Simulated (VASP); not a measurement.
These are LDA (Ceperley-Alder, Perdew-Zunger), VASP's LDA PAW potentials (set 64) (plane waves; VASP) values and carry that method's errors.

The input files of a VASP run:

### POSCAR
```
Be
1
    2.3164170000     0.0000000000     0.0000000000
   -1.1582080000     4.1698530000     0.0000000000
    0.0000000000     0.0000000000    24.0302000000
Be
12
Direct
  0.2945990000   0.5891970000   0.2913000000
  0.9481620000   0.8963240000   0.3509290000
  0.6788750000   0.3577490000   0.3628520000
  0.3324380000   0.6648760000   0.4224810000
  0.0631510000   0.1263010000   0.4344080000
  0.7167140000   0.4334280000   0.4940370000
  0.4474270000   0.8948540000   0.5059630000
  0.1009900000   0.2019800000   0.5655920000
  0.8317030000   0.6634060000   0.5775150000
  0.4852660000   0.9705320000   0.6371440000
  0.2159790000   0.4319580000   0.6490710000
  0.8695420000   0.7390840000   0.7087000000
```

File KPOINTS:
```
Regular mesh
0
Gamma
4 4 1
0 0 0
```

### INCAR
```
SYSTEM = Be
PREC = Accurate
ENCUT = 210
EDIFF = 1E-6
NELM = 100
ALGO = Normal
LREAL = .FALSE.
LASPH = .TRUE.
ISMEAR = -1
SIGMA = 0.1
LWAVE = .FALSE.
LCHARG = .FALSE.
ISIF = 2
IBRION = 2
NSW = 50
EDIFFG = -0.01
```

POTCAR, in this order: Be (LDA.64 set). Program: vasp_std.

The resulting files:

### OUTCAR
```
 ion  position               nearest neighbor table
   1  0.295  0.589  0.291-   2 2.24   2 2.24   3 2.29   3 2.29
   2  0.948  0.896  0.351-   5 2.22   1 2.24   1 2.24   3 2.26   3 2.26   3 2.26   4 2.29   4 2.29
  LATTYP: Found a base centered orthorhombic cell.
 ALAT       =     2.3164170000
 B/A-ratio  =     3.6002610929
 C/A-ratio  =    10.3738661908
 Subroutine PRICEL returns:
 Original cell was already a primitive cell.
 Subroutine GETGRP returns: Found  4 space group operations
The static configuration has the point symmetry C_1h.
 The point group associated with its full space group is C_2h.
The dynamic configuration has the point symmetry C_1h.
 Subroutine INISYM returns: Found  4 space group operations
 Subroutine IBZKPT returns following result:
 Found      7 irreducible k-points:

 Following reciprocal coordinates:
            Coordinates               Weight
  0.000000  0.000000  0.000000      1.000000
  0.250000  0.000000  0.000000      4.000000
  0.500000  0.000000  0.000000      2.000000
  0.000000  0.250000  0.000000      2.000000
  0.250000  0.250000  0.000000      4.000000
  0.500000  0.250000  0.000000      2.000000
  0.000000  0.500000  0.000000      1.000000
   k-points           NKPTS =      7   k-points in BZ     NKDIM =      7   number of bands    NBANDS=     19
   number of dos      NEDOS =    301   number of ions     NIONS =     12
   total plane-waves  NPLWV =  28800
   dimension x,y,z NGX =    12 NGY =   20 NGZ =  120
   dimension x,y,z NGXF=    24 NGYF=   40 NGZF=  240
   ions per type =              12
   PREC   = accura    normal or accurate (medium, high low for compatibility)
   ISTART =      0    job   : 0-new  1-cont  2-samecut
   ICHARG =      2    charge: 1-file 2-atom 10-const
   ISPIN  =      1    spin polarized calculation?
   LNONCOLLINEAR =      F non collinear calculations
   LSORBIT =      F    spin-orbit coupling
   INIWAV =      1    electr: 0-lowe 1-rand  2-diag
   ENCUT  =  210.0 eV  15.43 Ry    3.93 a.u.   2.74  5.11 28.39*2*pi/ulx,y,z
   NELM   =    100;   NELMIN=  2; NELMDL= -5     # of ELM steps
   EDIFF  = 0.1E-05   stopping-criterion for ELM
   LREAL  =      F    real-space projection
   NLSPLINE    = F    spline interpolate recip. space projectors
   LMAXMIX     =    2 max onsite mixed and CHGCAR
   VOSKOWN=      0    Vosko Wilk Nusair interpolation
   EDIFFG = -.1E-01   stopping-criterion for IOM
   NSW    =     50    number of steps for IOM
   NBLOCK =      1;   KBLOCK =     50    inner block; outer block
   IBRION =      2    ionic relax: 0-MD 1-quasi-New 2-CG
   NFREE  =      1    steps in history (QN), initial steepest desc. (CG)
   ISIF   =      2    stress and relaxation
   ISYM   =      2    0-nonsym 1-usesym 2-fastsym
   TEIN   =    0.0    initial temperature
   TEBEG  =    0.0;   TEEND  =   0.0 temperature during run
   SMASS  =  -3.00    Nose mass-parameter (am)
   PSTRESS=    0.0 pullay stress
   NELECT =      24.0000    total number of electrons
   EFERMI =   0.00;   METHOD = LEGACY
   ISMEAR =    -1;   SIGMA  =   0.10  broadening in eV -4-tet -1-fermi 0-gaus
   IALGO  =     38    algorithm
   LDIAG  =      T    sub-space diagonalisation (order eigenvalues)
   IMIX   =      4    mixing-type and parameters
     AMIX     =   0.40;   BMIX     =  1.00
     AMIX_MAG =   1.60;   BMIX_MAG =  1.00
     AMIN     =   0.10
   GGA     = CA    functional components
   VOSKOWN =     0    Vosko Wilk Nusair interpolation
   LHFCALC =     F    Hartree Fock is set to
   LHFONE  =     F    Hartree Fock one center treatment
   AEXX    =    0.0000 exact exchange contribution
   IVDW    =     0    specifies the selected vdW correction
   LEPSILON=     F    determine dielectric tensor
   LRPA    =     F    only Hartree local field effects (RPA)
  energy-cutoff  :      210.00
...
```

File OSZICAR:
```
...
DAV:   4    -0.472066334713E+02    0.16317E-03   -0.28820E-03   341   0.252E-01    0.431E-02
DAV:   5    -0.472066624697E+02   -0.28998E-04   -0.45855E-04   368   0.991E-02    0.117E-02
DAV:   6    -0.472066701419E+02   -0.76722E-05   -0.38442E-05   333   0.312E-02    0.428E-03
DAV:   7    -0.472066767912E+02   -0.66492E-05   -0.41392E-06   311   0.983E-03    0.124E-03
DAV:   8    -0.472066811155E+02   -0.43243E-05   -0.46328E-07   193   0.358E-03    0.522E-04
DAV:   9    -0.472066845685E+02   -0.34531E-05   -0.10091E-07   176   0.154E-03    0.289E-04
DAV:  10    -0.472066886255E+02   -0.40569E-05   -0.76168E-08   187   0.111E-03    0.223E-04
DAV:  11    -0.472066913013E+02   -0.26759E-05   -0.62576E-08   173   0.109E-03    0.157E-04
DAV:  12    -0.472066920431E+02   -0.74180E-06   -0.17118E-08   168   0.693E-04
  44 F= -.47206692E+02 E0= -.47165800E+02  d E =-.150809E+00
       N       E                     dE             d eps       ncg     rms          rms(c)
DAV:   1    -0.471693161776E+02    0.37375E-01   -0.16880E+01   266   0.226E+01    0.797E-01
DAV:   2    -0.471482597789E+02    0.21056E-01   -0.36933E-01   331   0.327E+00    0.403E-01
DAV:   3    -0.471445350589E+02    0.37247E-02   -0.40877E-02   388   0.970E-01    0.174E-01
DAV:   4    -0.471440994040E+02    0.43565E-03   -0.95597E-03   338   0.459E-01    0.811E-02
DAV:   5    -0.471440974243E+02    0.19797E-05   -0.20036E-03   371   0.195E-01    0.242E-02
DAV:   6    -0.471441059681E+02   -0.85438E-05   -0.16830E-04   347   0.652E-02    0.895E-03
DAV:   7    -0.471441194225E+02   -0.13454E-04   -0.20659E-05   331   0.214E-02    0.262E-03
DAV:   8    -0.471441274916E+02   -0.80691E-05   -0.30138E-06   288   0.850E-03    0.123E-03
DAV:   9    -0.471441353556E+02   -0.78640E-05   -0.42331E-07   190   0.323E-03    0.654E-04
DAV:  10    -0.471441450426E+02   -0.96870E-05   -0.32084E-07   195   0.201E-03    0.513E-04
DAV:  11    -0.471441517998E+02   -0.67572E-05   -0.20866E-07   195   0.174E-03    0.316E-04
DAV:  12    -0.471441545253E+02   -0.27256E-05   -0.65684E-08   192   0.100E-03    0.170E-04
DAV:  13    -0.471441551972E+02   -0.67183E-06   -0.25060E-08   182   0.700E-04
  45 F= -.47144155E+02 E0= -.47106928E+02  d E =-.882723E-01
       N       E                     dE             d eps       ncg     rms          rms(c)
DAV:   1    -0.472325017167E+02   -0.88347E-01   -0.93631E+00   272   0.168E+01    0.592E-01
DAV:   2    -0.472209657613E+02    0.11536E-01   -0.18832E-01   353   0.237E+00    0.295E-01
DAV:   3    -0.472189199536E+02    0.20458E-02   -0.22820E-02   369   0.712E-01    0.142E-01
DAV:   4    -0.472185474532E+02    0.37250E-03   -0.58827E-03   349   0.354E-01    0.610E-02
DAV:   5    -0.472185204844E+02    0.26969E-04   -0.91172E-04   350   0.142E-01    0.162E-02
DAV:   6    -0.472185259263E+02   -0.54420E-05   -0.80062E-05   320   0.468E-02    0.649E-03
DAV:   7    -0.472185246536E+02    0.12727E-05   -0.91481E-06   374   0.141E-02    0.192E-03
DAV:   8    -0.472185242078E+02    0.44578E-06   -0.10095E-06   215   0.494E-03
  46 F= -.47218524E+02 E0= -.47177714E+02  d E =-.162641E+00
       N       E                     dE             d eps       ncg     rms          rms(c)
DAV:   1    -0.472554376585E+02   -0.36913E-01   -0.40675E-01   266   0.352E+00    0.146E-01
DAV:   2    -0.472543114337E+02    0.11262E-02   -0.24733E-02   333   0.710E-01    0.757E-02
DAV:   3    -0.472537647022E+02    0.54673E-03   -0.36988E-03   349   0.276E-01    0.381E-02
DAV:   4    -0.472537691220E+02   -0.44198E-05   -0.49361E-04   320   0.107E-01    0.967E-03
DAV:   5    -0.472537690833E+02    0.38646E-07   -0.33062E-05   342   0.300E-02    0.414E-03
DAV:   6    -0.472537708126E+02   -0.17293E-05   -0.19777E-06   324   0.733E-03    0.103E-03
DAV:   7    -0.472537710539E+02   -0.24133E-06   -0.30802E-07   163   0.290E-03
  47 F= -.47253771E+02 E0= -.47213005E+02  d E =-.352468E-01
       N       E                     dE             d eps       ncg     rms          rms(c)
DAV:   1    -0.473514753171E+02   -0.97705E-01   -0.36156E+00   266   0.105E+01    0.399E-01
DAV:   2    -0.473420220278E+02    0.94533E-02   -0.17249E-01   330   0.195E+00    0.193E-01
DAV:   3    -0.473395500035E+02    0.24720E-02   -0.21272E-02   352   0.681E-01    0.108E-01
DAV:   4    -0.473394793400E+02    0.70664E-04   -0.36735E-03   309   0.286E-01    0.268E-02
DAV:   5    -0.473394806076E+02   -0.12676E-05   -0.31150E-04   331   0.865E-02    0.112E-02
DAV:   6    -0.473394903756E+02   -0.97681E-05   -0.23760E-05   365   0.244E-02    0.289E-03
DAV:   7    -0.473394983591E+02   -0.79835E-05   -0.40052E-06   301   0.988E-03    0.144E-03
DAV:   8    -0.473395036790E+02   -0.53199E-05   -0.85374E-07   174   0.468E-03    0.780E-04
DAV:   9    -0.473395124170E+02   -0.87380E-05   -0.27751E-07   192   0.208E-03    0.543E-04
DAV:  10    -0.473395197721E+02   -0.73551E-05   -0.27081E-07   203   0.200E-03    0.419E-04
DAV:  11    -0.473395224245E+02   -0.26524E-05   -0.11998E-07   192   0.144E-03    0.171E-04
DAV:  12    -0.473395232935E+02   -0.86899E-06   -0.31590E-08   179   0.807E-04
  48 F= -.47339523E+02 E0= -.47302609E+02  d E =-.120999E+00
       N       E                     dE             d eps       ncg     rms          rms(c)
DAV:   1    -0.474152163166E+02   -0.75694E-01   -0.14009E+01   266   0.207E+01    0.654E-01
DAV:   2    -0.473989243207E+02    0.16292E-01   -0.38536E-01   308   0.321E+00    0.316E-01
DAV:   3    -0.473968026944E+02    0.21216E-02   -0.25960E-02   379   0.845E-01    0.170E-01
DAV:   4    -0.473965289442E+02    0.27375E-03   -0.49613E-03   336   0.327E-01    0.426E-02
DAV:   5    -0.473965201489E+02    0.87953E-05   -0.67096E-04   358   0.117E-01    0.139E-02
DAV:   6    -0.473965219374E+02   -0.17885E-05   -0.60349E-05   379   0.371E-02    0.471E-03
DAV:   7    -0.473965338839E+02   -0.11947E-04   -0.12545E-05   326   0.156E-02    0.256E-03
DAV:   8    -0.473965478458E+02   -0.13962E-04   -0.26474E-06   253   0.724E-03    0.130E-03
DAV:   9    -0.473965638947E+02   -0.16049E-04   -0.18691E-06   220   0.445E-03    0.109E-03
DAV:  10    -0.473965785238E+02   -0.14629E-04   -0.13486E-06   219   0.367E-03    0.632E-04
DAV:  11    -0.473965826736E+02   -0.41498E-05   -0.23864E-07   212   0.219E-03    0.380E-04
DAV:  12    -0.473965864729E+02   -0.37993E-05   -0.13812E-07   195   0.141E-03    0.177E-04
DAV:  13    -0.473965878759E+02   -0.14031E-05   -0.38559E-08   171   0.812E-04    0.120E-04
DAV:  14    -0.473965889259E+02   -0.10500E-05   -0.37544E-08   173   0.687E-04    0.472E-05
DAV:  15    -0.473965891328E+02   -0.20689E-06   -0.90303E-09   166   0.389E-04
  49 F= -.47396589E+02 E0= -.47370089E+02  d E =-.178065E+00
       N       E                     dE             d eps       ncg     rms          rms(c)
DAV:   1    -0.474584759787E+02   -0.61887E-01   -0.20495E+00   266   0.799E+00    0.238E-01
DAV:   2    -0.474561064636E+02    0.23695E-02   -0.66470E-02   305   0.136E+00    0.102E-01
DAV:   3    -0.474559006698E+02    0.20579E-03   -0.34421E-03   349   0.303E-01    0.556E-02
DAV:   4    -0.474559345227E+02   -0.33853E-04   -0.46184E-04   382   0.106E-01    0.182E-02
DAV:   5    -0.474559377266E+02   -0.32039E-05   -0.68125E-05   342   0.388E-02    0.399E-03
DAV:   6    -0.474559392252E+02   -0.14986E-05   -0.39938E-06   312   0.103E-02    0.206E-03
DAV:   7    -0.474559445211E+02   -0.52960E-05   -0.18044E-06   237   0.479E-03    0.116E-03
DAV:   8    -0.474559511568E+02   -0.66357E-05   -0.10148E-06   203   0.352E-03    0.697E-04
DAV:   9    -0.474559561906E+02   -0.50338E-05   -0.54394E-07   214   0.216E-03    0.441E-04
DAV:  10    -0.474559595931E+02   -0.34024E-05   -0.25070E-07   211   0.156E-03    0.272E-04
DAV:  11    -0.474559611792E+02   -0.15861E-05   -0.79134E-08   182   0.120E-03    0.189E-04
DAV:  12    -0.474559622721E+02   -0.10929E-05   -0.29358E-08   162   0.717E-04    0.854E-05
DAV:  13    -0.474559628883E+02   -0.61616E-06   -0.14787E-08   170   0.504E-04
  50 F= -.47455963E+02 E0= -.47429820E+02  d E =-.593738E-01
```

OUTCAR:
```
------------------------ aborting loop because EDIFF is reached ----------------------------------------
  FORCE on cell =-STRESS in cart. coord.  units (eV):
  Direction    XX          YY          ZZ          XY          YZ          ZX
  --------------------------------------------------------------------------------------
  Total      -14.3922477     -7.1104275      3.7059884     -0.0000009     -0.8389272     -0.0000001
  in kB      -99.3446157    -49.0807762     25.5811326     -0.0000059     -5.7908186     -0.0000007
  external PRESSURE =     -40.9480865 kB  Pullay stress =       0.0000000 kB
  volume of cell :      232.11
      direct lattice vectors                 reciprocal lattice vectors
     2.316417000  0.000000000  0.000000000     0.431701201  0.119908252  0.000000000
    -1.158208000  4.169853000  0.000000000     0.000000000  0.239816607  0.000000000
     0.000000000  0.000000000 24.030200000     0.000000000  0.000000000  0.041614302
 POSITION                                       TOTAL-FORCE (eV/Angst)
 -----------------------------------------------------------------------------------
      0.00000      2.11352      7.87359         0.000000      0.059580     -0.497242
      1.15821      3.95770      7.93793        -0.000000     -0.019343      0.310689
      1.15821      1.09749      9.40182         0.000000      0.238864     -0.507961
      0.00000      3.07370      9.77082        -0.000000     -0.139964     -0.144796
      0.00000      0.23052     11.03566        -0.000000     -0.246650     -0.013603
      1.15821      2.08157     11.36702         0.000000      0.270004      0.121746
      0.00000      3.45717     12.66318        -0.000000     -0.270004     -0.121746
      0.00000      1.13836     12.99454         0.000000      0.246650      0.013603
      1.15821      2.46504     14.25929         0.000000      0.139964      0.144796
      1.15821      0.27140     14.62828        -0.000000     -0.238864      0.507961
      0.00000      1.58104     16.09227         0.000000      0.019343     -0.310689
      1.15821      3.42522     16.15661        -0.000000     -0.059580      0.497242
 -----------------------------------------------------------------------------------
    total drift:                               -0.000002      0.000101      0.009922
  FREE ENERGIE OF THE ION-ELECTRON SYSTEM (eV)
  ---------------------------------------------------
  free  energy   TOTEN  =       -47.4559628883 eV

  energy  without entropy=      -47.4036763066  energy(sigma->0) =      -47.42981960
```
(Selected blocks of OUTCAR.)

**CONTCAR**
```
Be
   1.00000000000000
     2.3164169999999999    0.0000000000000000    0.0000000000000000
    -1.1582079999999999    4.1698529999999998    0.0000000000000000
     0.0000000000000000    0.0000000000000000   24.0302000000000007
  Be
    12
Direct
     0.2534291203698307    0.5068572407396639    0.3276537509588417
     0.9745609783794328    0.9491219567588728    0.3303314332088135
     0.6315982947822524    0.2631955895645075    0.3912503062213238
     0.3685619550057327    0.7371239100114583    0.4066056615026357
     0.0276416589129983    0.0552823178259991    0.4592412599441230
     0.7495970382059668    0.4991940764119268    0.4730304033393647
     0.4145439617940339    0.8290879235880749    0.5269695966606350
     0.1364993410870024    0.2729986821739978    0.5407587400558773
     0.7955790449942677    0.5911580899885432    0.5933903384973599
     0.5325427052177485    0.0650854104354895    0.6087456937786722
     0.1895800216205608    0.3791600432411287    0.6696685667911869
     0.9107118796301706    0.8214237592603330    0.6723462490411581
```

**stdout**
```
...
 opt :   4.4827  next Energy=   -47.414801 (dE=-0.196E+00)
 bond charge predicted
       N       E                     dE             d eps       ncg     rms          rms(c)
DAV:   1    -0.474152163166E+02   -0.75694E-01   -0.14009E+01   266   0.207E+01    0.654E-01
DAV:   2    -0.473989243207E+02    0.16292E-01   -0.38536E-01   308   0.321E+00    0.316E-01
DAV:   3    -0.473968026944E+02    0.21216E-02   -0.25960E-02   379   0.845E-01    0.170E-01
DAV:   4    -0.473965289442E+02    0.27375E-03   -0.49613E-03   336   0.327E-01    0.426E-02
DAV:   5    -0.473965201489E+02    0.87953E-05   -0.67096E-04   358   0.117E-01    0.139E-02
DAV:   6    -0.473965219374E+02   -0.17885E-05   -0.60349E-05   379   0.371E-02    0.471E-03
DAV:   7    -0.473965338839E+02   -0.11947E-04   -0.12545E-05   326   0.156E-02    0.256E-03
DAV:   8    -0.473965478458E+02   -0.13962E-04   -0.26474E-06   253   0.724E-03    0.130E-03
DAV:   9    -0.473965638947E+02   -0.16049E-04   -0.18691E-06   220   0.445E-03    0.109E-03
DAV:  10    -0.473965785238E+02   -0.14629E-04   -0.13486E-06   219   0.367E-03    0.632E-04
DAV:  11    -0.473965826736E+02   -0.41498E-05   -0.23864E-07   212   0.219E-03    0.380E-04
DAV:  12    -0.473965864729E+02   -0.37993E-05   -0.13812E-07   195   0.141E-03    0.177E-04
DAV:  13    -0.473965878759E+02   -0.14031E-05   -0.38559E-08   171   0.812E-04    0.120E-04
DAV:  14    -0.473965889259E+02   -0.10500E-05   -0.37544E-08   173   0.687E-04    0.472E-05
DAV:  15    -0.473965891328E+02   -0.20689E-06   -0.90303E-09   166   0.389E-04
  49 F= -.47396589E+02 E0= -.47370089E+02  d E =-.178065E+00
 curvature:  -6.41 expect dE=-0.651E+00 dE for cont linesearch -0.488E-02
 trial: gam= 1.13260 g(F)=  0.102E+00 g(S)=  0.000E+00 ort =-0.131E-01 (trialstep = 0.784E+00)
 search vector abs. value=  0.362E+00
 bond charge predicted
       N       E                     dE             d eps       ncg     rms          rms(c)
DAV:   1    -0.474584759787E+02   -0.61887E-01   -0.20495E+00   266   0.799E+00    0.238E-01
DAV:   2    -0.474561064636E+02    0.23695E-02   -0.66470E-02   305   0.136E+00    0.102E-01
DAV:   3    -0.474559006698E+02    0.20579E-03   -0.34421E-03   349   0.303E-01    0.556E-02
DAV:   4    -0.474559345227E+02   -0.33853E-04   -0.46184E-04   382   0.106E-01    0.182E-02
DAV:   5    -0.474559377266E+02   -0.32039E-05   -0.68125E-05   342   0.388E-02    0.399E-03
DAV:   6    -0.474559392252E+02   -0.14986E-05   -0.39938E-06   312   0.103E-02    0.206E-03
DAV:   7    -0.474559445211E+02   -0.52960E-05   -0.18044E-06   237   0.479E-03    0.116E-03
DAV:   8    -0.474559511568E+02   -0.66357E-05   -0.10148E-06   203   0.352E-03    0.697E-04
DAV:   9    -0.474559561906E+02   -0.50338E-05   -0.54394E-07   214   0.216E-03    0.441E-04
DAV:  10    -0.474559595931E+02   -0.34024E-05   -0.25070E-07   211   0.156E-03    0.272E-04
DAV:  11    -0.474559611792E+02   -0.15861E-05   -0.79134E-08   182   0.120E-03    0.189E-04
DAV:  12    -0.474559622721E+02   -0.10929E-05   -0.29358E-08   162   0.717E-04    0.854E-05
DAV:  13    -0.474559628883E+02   -0.61616E-06   -0.14787E-08   170   0.504E-04
  50 F= -.47455963E+02 E0= -.47429820E+02  d E =-.593738E-01
 trial-energy change:   -0.059374  1 .order   -0.059285   -0.068017   -0.050553
 step:   3.0548(harm=  3.0548)  dis= 0.13851  next Energy=   -47.529046 (dE=-0.132E+00)
```

Convergence was not reached.

The run did not end as a converged relaxation. At this cut-off the stress carries a Pulay error, which pulls relaxed volumes low. The cell holds a wide vacuum, so values per volume refer to the whole cell.

The cell is a sheet with vacuum, built from a database entry that may be metastable or hypothetical.
